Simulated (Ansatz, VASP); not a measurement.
## Cross-check of Sb (Antimony) between VASP and Ansatz

Wanted: the spread between two codes on one cell, functional and k mesh. Of the first pair: The cell is taken from a series of runs on this material, whose earlier steps may have relaxed, scaled, displaced or heated it; both programs get it as it stands.

Main program and level: Ansatz 0.2.0; plane waves, with VASP 6.6.1 beside it; relaxation of cell and atoms at PBEsol and single point at PBEsol.

### Step 1. The starting structure

Symmetry: R-3m, No. 166, trigonal system. The conventional cell has a = 4.321 Å, b = 4.321 Å, c = 11.054 Å, α = 90.00°, β = 90.00°, γ = 120.00°. Sb has 3 Sb at 2.93 Å nearest.

As a file:

```cif
data_structure
_symmetry_space_group_name_H-M 'P 1'
_symmetry_Int_Tables_number 1
_cell_length_a 4.4497
_cell_length_b 4.4497
_cell_length_c 4.4497
_cell_angle_alpha 58.093
_cell_angle_beta 58.093
_cell_angle_gamma 58.093
_cell_volume 59.58
loop_
_atom_site_label
_atom_site_type_symbol
_atom_site_fract_x
_atom_site_fract_y
_atom_site_fract_z
_atom_site_occupancy
Sb1 Sb 0.23589 0.23589 0.23589 1
Sb2 Sb 0.76411 0.76411 0.76411 1
```

### Step 2. Ansatz: relaxation of cell and atoms, PBEsol

Ansatz runs on its default PAW (the set named soft_2) files.

The relaxed volume is the usual yardstick between codes: in a stiff, nearly cubic crystal its relative difference is about their pressure difference at one cell divided by the bulk modulus.

input.yaml

```yaml
crystal:
  lattice:
    - [2.1604319158, 1.2473259482, 3.6846427617]
    - [-2.1604319158, 1.2473259482, 3.6846427617]
    - [0.0, -2.4946518963, 3.6846427617]
  atoms:
    - { symbol: Sb, position: [0.2358906934, 0.2358906934, 0.2358906934] }
    - { symbol: Sb, position: [0.7641093066, 0.7641093066, 0.7641093066] }
kpoints:
  mp_grid: { grid: [15, 15, 15] }
hamiltonian:
  xc: pbesol
scf:
  occupations: { method: methfessel_paxton, width: 0.2 }
output:
  forces: true
  stress: true
  eigenvalues: true
relax:
  adjacent_minimum: "off"
  f_tol: 0.001
  max_steps: 60
  cell: { stress_tol: 0.01 }
```

Launch:

```bash
$ ansatz run input.yaml --threads 4 --pin off --max-ram 14336MiB --backend cpu --events-out ev --progress --plain --runs-dir out
```

Numbers of over 12 decimals in the logs are rounded to 6 here.

What it wrote:

```text
Engine: ansatz 0.2.0, aarch64-unknown-linux-gnu
Pseudopotentials: kind: paw
Pseudopotential: Sb, paw, valence charge 15, recommended cutoff 420 eV (normal), Sb.paw.azcp
Functional definition: PBEsol
  exchange = pbesol_x
  correlation = pbesol_c
Crystal: 2 atoms, lattice volume = 59.575 Å³
Basis set: ecut = 420 eV, 1183 PW (Γ), exchange–correlation on 60×60×60 points (8 copies of the dense FFT grid, shifted against one another)
Bands: 19, of which v1, the nominal top of the filled ones, is band 15 counted from 1 (14 counted from 0)
Symmetry: 12 space group operations
Space group: R-3m (ITA 166), of the structure as read, at distance tolerance 3.9e-5 Å
k-points: 344 of 3375
Non-local potential: Sb, projectors of the file, l = 0: 2, l = 1: 2, l = 2: 2, l = 3: 2
PAW form: soft (Blöchl's): semilocal exchange-correlation on the pseudo side does not see the compensation charge
PAW frozen core: Sb, regenerated for the run's functional, and the local potential with it (the file was generated under x = pbe(κ = 0.804, μ = 0.219515), c = pbe(β = 0.066725))
PAW one-centre angular grid: Sb, 590 points (default); XC on 64 Gauss nodes
Initial density: superposition of atomic densities (neutral atoms: chi_scale 0, normalization atom), corrected by the library's trained network
Initial wavefunctions: pseudopotential atomic-orbital guess
Functional: x = pbesol(κ = 0.804, μ = 0.123457), c = pbesol(β = 0.046)
SCF iter   1: F=—  HF=-12816.171887 eV  |F-HF|=—  |Δ(HF+E_count)|=         —  Δρ=2.63e-3  dr2=3.29e-3  ethr=1.77e-3  ⟨swp⟩=5.6  Hψ=31622  notcnv=0
preconditioner: auto → Kerker (q_TF=auto, 2.434 Å⁻¹)  [metal: Δε(μ)=0.076 eV  Ē_g=8.688 eV  σ=0.200 eV  W_gap=0.30  n_scr=14 (ndim 8)  ℏωp=15.2 eV  f_vac=0.001  D(μ)=0.18/eV (n_scr^D=0)]
SCF iter   2: F=—  HF=-12816.169267 eV  |F-HF|=—  |Δ(HF+E_count)|=   2.62e-3  S|Δr|=    0.00e0  Δρ=1.76e-3  dr2=1.24e-3  ethr=1.10e-5  ⟨swp⟩=2.7  Hψ=14813  notcnv=0
SCF iter   3: F=—  HF=-12816.169009 eV  |F-HF|=—  |Δ(HF+E_count)|=   2.58e-4  S|Δr|=    0.00e0  Δρ=7.57e-4  dr2=1.73e-4  ethr=4.14e-6  ⟨swp⟩=2.0  Hψ=11702  notcnv=0
SCF iter   4: F=—  HF=-12816.168873 eV  |F-HF|=—  |Δ(HF+E_count)|=   1.36e-4  S|Δr|=    0.00e0  Δρ=2.66e-4  dr2=2.91e-5  ethr=5.77e-7  ⟨swp⟩=2.0  Hψ=11667  notcnv=0
SCF iter   5: F=—  HF=-12816.168860 eV  |F-HF|=—  |Δ(HF+E_count)|=   1.25e-5  S|Δr|=    0.00e0  Δρ=5.60e-5  dr2=2.67e-6  ethr=9.71e-8  ⟨swp⟩=2.0  Hψ=11701  notcnv=0
SCF iter   6: F=—  HF=-12816.168860 eV  |F-HF|=—  |Δ(HF+E_count)|=   5.56e-7  S|Δr|=    0.00e0  Δρ=1.66e-5  dr2=3.12e-7  ethr=8.92e-9  ⟨swp⟩=2.0  Hψ=10889  notcnv=0
SCF iter   7: F=-12816.168860 eV  HF=-12816.168860 eV  |F-HF|=5.31e-8  |Δ(HF+E_count)|=   4.26e-8  S|Δr|=    0.00e0  Δρ=1.23e-5  dr2=5.64e-8  ethr=3.33e-10  ⟨swp⟩=5.4  Hψ=24203  notcnv=0
SCF 1 converged in 7 iterations: F = -12816.168860 eV  dr2 = 5.64e-8
  greatest PAW one-centre occupation: 0.996 electrons in one spin orbital (limit 2), on the Sb atom at site 1 (counted from 0), in its partial waves of l = 2
relax step   1: F+E_penalty+E_count = -12816.16885973 eV  Δ(F+E_penalty+E_count) = +0.000e0 eV  max|allowed force component| = 3.390e-3 eV/Å  Δτ_max = 0.0000 Å  P = +0.009 GPa  Ω = 59.575 Å³  (7 SCF iters, dr2 threshold 1.00e-7 eV, accepted)
[...]
relax step   2: F+E_penalty+E_count = -12816.16885682 eV  Δ(F+E_penalty+E_count) = +2.902e-6 eV  max|allowed force component| = 2.191e-3 eV/Å  Δτ_max = 0.0007 Å  P = +0.000 GPa  Ω = 59.598 Å³  energy of the carried Pulay correction = -5.034e-6 eV  (5 SCF iters, dr2 threshold 7.18e-10 eV, accepted)
[...]
relax step   3: F+E_penalty+E_count = -12816.16885874 eV  Δ(F+E_penalty+E_count) = -1.919e-6 eV  max|allowed force component| = 1.964e-4 eV/Å  Δτ_max = 0.0003 Å  P = -0.001 GPa  Ω = 59.594 Å³  energy of the carried Pulay correction = -4.102e-6 eV  (4 SCF iters, dr2 threshold 3.00e-10 eV, accepted)
[...]
relax step   4: F+E_penalty+E_count = -12816.16886360 eV  Δ(F+E_penalty+E_count) = -4.862e-6 eV  max|allowed force component| = 1.976e-4 eV/Å  Δτ_max = 0.0000 Å  P = -0.001 GPa  Ω = 59.594 Å³  stress off target by 1.05e-3 GPa  SCF on the basis re-selected at this cell (its energy is not comparable with the rows above)  (6 SCF iters)
basis re-selected at this cell: Δ(F+E_penalty+E_count) = -4.862e-6 eV, ΔP = -0.000 GPa vs the last step (what re-selecting the basis moved, of the pressure what is left beyond the Pulay correction that the steps carried, after the strain that the cell walked since its last selection, with what the two solves' SCF thresholds leave and, on support functions, any second-order correction that the steps lacked; it is no m [...]
SCF converged after 6 iterations
Stability not checked: this state was not tested for a lower state beside it, because cold or Methfessel-Paxton smearing, or corrected tetrahedra, fill the levels in a way that the test cannot read (fill_not_monotonic; see scf.lower_state_search)
Free energy (F): -12816.168864 eV
Harris-Foulkes:  -12816.168864 eV  (|F-HF|=3.64e-12)
Internal energy: -12816.171222 eV  (E = F + TS)
E sigma→0 (E₀):  -12816.169453 eV
Entropy (-TS):   0.002359 eV (1.179 meV/atom)
Fermi energy:    10.075186 eV
--- Per-component energies (eV) ---
  E_band       = -336.050745
  E_kinetic    = 414.957509
  E_local      = -3166.586839  (includes V_loc(G=0)·N_el)
  E_nonlocal   = 728.124954
  E_hartree    = 1434.352518
  E_xc         = -275.147576
  E_vxc        = -193.463097  (∫ρ·V_xc dr)
  E_paw        = -8999.118485  (= ΣΔE_a)
  E_vpaw       = -987.788321  (= ΣTr[D̂ρ^β])
  E_aug_tail   = -0.000004  (compensation charges beyond the density's cutoff)
  E_ewald      = -2953.417014
  E_core_change = 0.663714  (= ΣΔE_core)
  E_smearing   = 0.002359  (= −TS)
  E_closure    = 0.000000  (closes the sum)
  Σ components = -12816.168864   (vs F -12816.168864, Δ=0.00e0)
--- Forces (eV/Å), atoms counted from 1 ---
  atom   1  Sb     0.00000000    -0.00000000    -0.00019758
  atom   2  Sb    -0.00000000     0.00000000     0.00019758
  max |Σ_I F_I| component: 1.85e-17 eV/Å
--- Stress (GPa, compression-positive) ---
       -0.001046      -0.000000      -0.000000
       -0.000000      -0.001046       0.000000
       -0.000000       0.000000      -0.000193
  P = ⅓ Tr σ = -0.0008 GPa (-0.008 kbar)
--- Band table (eV; the first three rows and the last of 344) ---
  k-point 0: bands = [... 11 lower, 5.3580, 8.1349, 8.2870, 8.2870, 12.4271, 12.9157, 12.9157, 15.0888]
  k-point 1: bands = [... 11 lower, 5.1113, 8.1542, 8.2809, 8.4026, 12.3727, 12.7657, 12.7694, 14.8616]
  k-point 2: bands = [... 11 lower, 4.5026, 8.1693, 8.2670, 8.6745, 12.1534, 12.3801, 12.3867, 14.6187]
  k-point 343: bands = [... 11 lower, 0.9742, 8.0341, 8.6242, 9.5884, 10.3269, 10.3965, 11.6600, 17.0778]
--- Relaxed structure (3 steps of the walk, 3 accepted, 1 SCFs on fresh bases) ---
  F+E_penalty+E_count = -12816.16886360 eV   max|allowed force component| = 1.976e-4 eV/Å   (the final SCF, on the basis selected at the relaxed cell)
  cell:  # Å, volume = 59.5940 Å³
    - [2.160901, 1.247597, 3.684189]
    - [-2.160901, 1.247597, 3.684189]
    - [0, -2.495194, 3.684189]
  atoms:
    - { symbol: Sb, position: [0.235849, 0.235849, 0.235849] }
    - { symbol: Sb, position: [0.764151, 0.764151, 0.764151] }
```

### Step 3. VASP: relaxation of cell and atoms, PBEsol

The same cell, functional, mesh and smearing now go to VASP, with its own data sets.

Lines of VASP's logs that name or quote its potential files are left out, and so is its time.

INCAR

```
SYSTEM = Sb
PREC = Accurate
ENCUT = 500
EDIFF = 1E-07
NELM = 120
ISMEAR = 1
SIGMA = 0.2
LREAL = .FALSE.
ALGO = Normal
GGA = PS
NBANDS = 11
LORBIT = 11
LWAVE = .FALSE.
LCHARG = .FALSE.
ISIF = 3
IBRION = 2
NSW = 80
EDIFFG = -0.005
LASPH = .TRUE.
GGA_COMPAT = .FALSE.
NELMIN = 4
KPAR = 2
```

POSCAR

```
Sb
1.0
    2.1604320000      1.2473260000      3.6846430000
   -2.1604320000      1.2473260000      3.6846430000
    0.0000000000     -2.4946520000      3.6846430000
Sb
2
Direct
    0.2358907408      0.2358907408      0.2358907408
    0.7641092593      0.7641092593      0.7641092593
```

KPOINTS

```
Automatic mesh
0
Gamma
15 15 15
0 0 0
```

PAW data sets: Sb (PBE family, release 64).

Launch:

```bash
$ mpirun -np 2 vasp_std
```

What it wrote:

```text
[banner, memory and clock lines left out]
running    2 mpi-ranks, on    1 nodes
 distrk:  each k-point on    1 cores,    2 groups
 distr:  one band on    1 cores,    1 groups

 POSCAR found type information on POSCAR Sb
 POSCAR found :  1 types and       2 ions
|                                                                             |
|               ----> ADVICE to this user running VASP <----                  |
|                                                                             |
|     You enforced a specific xc type in the INCAR file but a different       |
|     [... a line on the potential file left out ...]
|     I HOPE YOU KNOW WHAT YOU ARE DOING!                                     |
|                                                                             |

 LDA part: xc-table for (Slater+PW92), standard interpolation
 POSCAR, INCAR and KPOINTS ok, starting setup
 FFT: planning ... GRIDC
 FFT: planning ... GRID_SOFT
 FFT: planning ... GRID
 WAVECAR not read
 entering main loop
       N       E                     dE             d eps       ncg     rms          rms(c)
DAV:   1     0.336966745274E+02    0.33697E+02   -0.35249E+03  7568   0.694E+02
DAV:   2    -0.727468895522E+01   -0.40971E+02   -0.39639E+02  9994   0.111E+02
DAV:   3    -0.911301624859E+01   -0.18383E+01   -0.18236E+01  9232   0.266E+01
DAV:   4    -0.912913972867E+01   -0.16123E-01   -0.16121E-01  8464   0.296E+00
DAV:   5    -0.912932647413E+01   -0.18675E-03   -0.18674E-03  8838   0.357E-01    0.289E+00
DAV:   6    -0.912030204950E+01    0.90244E-02   -0.21089E-03  8532   0.282E-01    0.173E+00
DAV:   7    -0.911471911820E+01    0.55829E-02   -0.52119E-03  8288   0.434E-01    0.580E-02
DAV:   8    -0.911475064232E+01   -0.31524E-04   -0.12625E-04  8627   0.790E-02    0.174E-02
DAV:   9    -0.911475823573E+01   -0.75934E-05   -0.14409E-05  8516   0.241E-02    0.531E-03
DAV:  10    -0.911475773536E+01    0.50037E-06   -0.19213E-06  8633   0.772E-03    0.851E-04
DAV:  11    -0.911475781489E+01   -0.79526E-07   -0.14682E-07  6502   0.250E-03
   1 F= -.91147578E+01 E0= -.91155562E+01  d E =-.911476E+01
[...]
2 F= -.91148801E+01 E0= -.91156896E+01  d E =-.122302E-03
[...]
3 F= -.91149327E+01 E0= -.91157381E+01  d E =-.174878E-03
[...]
4 F= -.91149841E+01 E0= -.91157886E+01  d E =-.513624E-04
[...]
5 F= -.91150494E+01 E0= -.91158511E+01  d E =-.116689E-03
 curvature:  -1.96 expect dE=-0.116E-04 dE for cont linesearch -0.356E-06
 ZBRENT: extrapolating
 opt :   3.7680  next Energy=    -9.115050 (dE=-0.117E-03)
 bond charge predicted
       N       E                     dE             d eps       ncg     rms          rms(c)
DAV:   1    -0.911504982004E+01   -0.38482E-06   -0.65951E-05  8084   0.414E-02    0.285E-03
DAV:   2    -0.911504965550E+01    0.16455E-06   -0.20214E-06  8273   0.941E-03    0.219E-03
DAV:   3    -0.911504950532E+01    0.15017E-06   -0.35753E-07  7967   0.291E-03    0.344E-04
DAV:   4    -0.911504951083E+01   -0.55048E-08   -0.15828E-08  3895   0.761E-04
   6 F= -.91150495E+01 E0= -.91158510E+01  d E =-.116818E-03
 curvature:  -2.12 expect dE=-0.140E-04 dE for cont linesearch -0.117E-08
 trial: gam= 0.13687 g(F)=  0.294E-06 g(S)=  0.630E-05 ort =-0.197E-06 (trialstep = 0.150E+01)
 search vector abs. value=  0.786E-05
 reached required accuracy - stopping structural energy minimisation
```

From OUTCAR (step 3):

```text
ion  position               nearest neighbor table
   1  0.236  0.236  0.236-   2 2.93   2 2.93   2 2.93   2 3.30   2 3.30   2 3.30
   2  0.764  0.764  0.764-   1 2.93   1 2.93   1 2.93   1 3.30   1 3.30   1 3.30

  LATTYP: Found a trigonal (rhomboedric) cell.
 ALAT       =     4.4497059020
 COS(alpha) =     0.5285359481

 Subroutine GETGRP returns: Found 12 space group operations
 (whereof 12 operations were pure point group operations)

The static configuration has the point symmetry D_3d.

 Found    344 irreducible k-points:

   k-points           NKPTS =    344   k-points in BZ     NKDIM =    344   number of bands    NBANDS=     11

   dimension x,y,z NGX =    32 NGY =   32 NGZ =   32
   dimension x,y,z NGXF=    64 NGYF=   64 NGZF=   64

   ENCUT  =  500.0 eV  36.75 Ry    6.06 a.u.   8.11  8.11  8.11*2*pi/ulx,y,z

   NELECT =      10.0000    total number of electrons

 k-points in reciprocal lattice and weights: Automatic mesh
   0.00000000  0.00000000  0.00000000       0.000
   0.06666667 -0.00000000  0.00000000       0.002
   0.13333333  0.00000000  0.00000000       0.002
   0.20000000  0.00000000  0.00000000       0.002
   0.26666667  0.00000000  0.00000000       0.002
   0.33333333 -0.00000000  0.00000000       0.002
   0.40000000  0.00000000 -0.00000000       0.002
   0.46666667  0.00000000  0.00000000       0.002
   0.06666667  0.06666667  0.00000000       0.002
[...]
0.46666667  0.46666667  0.46666667       0.001
  -0.46666667  0.46666667  0.46666667       0.002

 average (electrostatic) potential at core
       1 -85.5404       2 -85.5404

 E-fermi :   7.2314

 k-point     1 :       0.0000    0.0000    0.0000
  band No.  band energies     occupation
      1      -5.4867      2.00000
      2       2.5524      2.00000
      3       5.2993      2.00000
      4       5.4500      2.00000
      5       5.4500      2.00000
      6       9.6192     -0.00000
      7      10.0908     -0.00000
      8      10.0908     -0.00000
      9      12.1786      0.00000
     10      12.1786      0.00000
    ...

 k-point     2 :       0.0667   -0.0000    0.0000
  band No.  band energies     occupation
      1      -5.4373      2.00000
      2       2.3017      2.00000
      3       5.3186      2.00000
      4       5.4447      2.00000
      5       5.5709      2.00000
      6       9.5589     -0.00000
      7       9.9403     -0.00000
      8       9.9405     -0.00000
      9      11.9682      0.00000
     10      12.1946      0.00000
    ...

 k-point     3 :       0.1333    0.0000    0.0000
  band No.  band energies     occupation
      1      -5.2895      2.00000
      2       1.6860      2.00000
      3       5.3354      2.00000
      4       5.4331      2.00000
      5       5.8510      2.00000
      6       9.3269     -0.00000
      7       9.5422     -0.00000
      8       9.5587     -0.00000
      9      11.7429      0.00000
     10      12.2297      0.00000
    ...

  Total        0.0095533      0.0095533     -0.0088661      0.0000000      0.0000000      0.0000000
  in kB        0.2568524      0.2568524     -0.2383768      0.0000000      0.0000000      0.0000000
  external PRESSURE =       0.0917760 kB  Pullay stress =       0.0000000 kB

  energy-cutoff  :      500.00
  volume of cell :       59.59
      direct lattice vectors                 reciprocal lattice vectors
     2.162387399  1.248454950  3.678927365     0.231225913  0.133498343  0.090606120
    -2.162387399  1.248454950  3.678927365    -0.231225913  0.133498343  0.090606120
    -0.000000000 -2.496909901  3.678927365     0.000000000 -0.266996685  0.090606120

 POSITION                                       TOTAL-FORCE (eV/Angst)
 -----------------------------------------------------------------------------------
     -0.00000      0.00000      2.60921         0.000000      0.000000     -0.001745
     -0.00000      0.00000      8.42758        -0.000000      0.000000      0.001745
 -----------------------------------------------------------------------------------
    total drift:                               -0.000000     -0.000000     -0.000000

  FREE ENERGIE OF THE ION-ELECTRON SYSTEM (eV)
  ---------------------------------------------------
  free  energy   TOTEN  =        -9.1150495108 eV

  energy  without entropy=       -9.1174538884  energy(sigma->0) =       -9.11585097

 reached required accuracy - stopping structural energy minimisation

 total charge
# of ion       s       p       d       tot
------------------------------------------
    1        1.215   1.143   0.036   2.394
    2        1.215   1.143   0.036   2.394
--------------------------------------------------
tot          2.430   2.285   0.072   4.788

[... 3 further parts left out ...]
```

CONTCAR:

```
Sb
   1.00000000000000
     2.1623873992934555    1.2484549503172124    3.6789273651353125
    -2.1623873992934555    1.2484549503172124    3.6789273651353125
    -0.0000000000000000   -2.4969099006344249    3.6789273651353125
  Sb
     2
Direct
     0.2364101060065984    0.2364101060065984    0.2364101060065984
     0.7635898940934034    0.7635898940934034    0.7635898940934034
```

### Step 4. Comparison

Known differences besides the potentials themselves: the data sets hold 30 valence electrons in Ansatz (on its default PAW (the set named soft_2) files) and 10 in VASP; the cutoff is 420 eV in Ansatz and 500 eV in VASP; Ansatz makes its cores anew for this functional, VASP keeps those of its PBE data sets; Ansatz adds a Pulay correction to the stress that steers its cell, VASP none. Total energies have different zeros and are not compared.

The two programs side by side:

```tsv
quantity	Ansatz	VASP	difference
volume (Å³)	59.59	59.59	+0.01 %
edge a after relaxation, in the typed setting (Å)	4.450	4.446	+0.08 %
```

### Step 5. Ansatz: relaxation, PBEsol

The two programs are compared at the cell with which this relaxation starts, whose forces are those of its first step.

The structure compared here is the start of the Ansatz relaxation; VASP solves that cell, so the two are compared at the walk's first step.

input.yaml, the sections that differ from step 2:

```yaml
crystal:
  lattice:
    - [2.1500421332, 1.2413274044, 3.6656755716]
    - [-2.1500421332, 1.2413274044, 3.6656755716]
    - [0.0, -2.4826548087, 3.6656755716]
  atoms:
    - { symbol: Sb, position: [0.2358492309, 0.2358492309, 0.2358492309] }
    - { symbol: Sb, position: [0.7641507691, 0.7641507691, 0.7641507691] }
relax:
  adjacent_minimum: "off"
  f_tol: 0.001
  max_steps: 60
  cell: { stress_tol: 0.01, fix: [volume] }
# kpoints, hamiltonian, scf, output: as in step 2
```

Launch:

```bash
$ ansatz run input.yaml --threads 4 --pin off --max-ram 14336MiB --backend cpu --events-out ev --progress --plain --runs-dir out
```

What it wrote:

```text
[...]
Crystal: 2 atoms, lattice volume = 58.700 Å³
Basis set: ecut = 420 eV, 1153 PW (Γ), exchange–correlation on 60×60×60 points (8 copies of the dense FFT grid, shifted against one another)
Bands: 19, of which v1, the nominal top of the filled ones, is band 15 counted from 1 (14 counted from 0)
Symmetry: 12 space group operations
[...]
k-points: 344 of 3375
[...]
k-point 343: bands = [... 11 lower, 1.0947, 8.2467, 8.8362, 9.7700, 10.5012, 10.6406, 11.8592, 17.4075]
--- Relaxed structure (4 steps of the walk, 4 accepted, 1 SCFs on fresh bases) ---
[...]
cell:  # Å, volume = 58.7001 Å³
    - [2.154204, 1.243730, 3.651525]
    - [-2.154204, 1.243730, 3.651525]
    - [0, -2.487461, 3.651525]
  atoms:
    - { symbol: Sb, position: [0.236651, 0.236651, 0.236651] }
    - { symbol: Sb, position: [0.763349, 0.763349, 0.763349] }
[key lines of the parts left out:]
SCF converged after 6 iterations
Free energy (F): -12816.167034 eV
Fermi energy:    10.291545 eV
P = ⅓ Tr σ = 0.6676 GPa (6.676 kbar)
```

(Continued in part 2 of 2.)

[Lines on the potential files, build, host, timing and source positions are cut from VASP's logs without a mark.]

[Logs are printed without paths, hosts, clocks, repeated set-up lines and the standing remarks that a program may print on its own settings, such as how far it seeks lower states.]

[Hosts, paths, dates, database ids (printed as entryN), source tags and the programs' standing remarks are cut or masked in the printed files.]
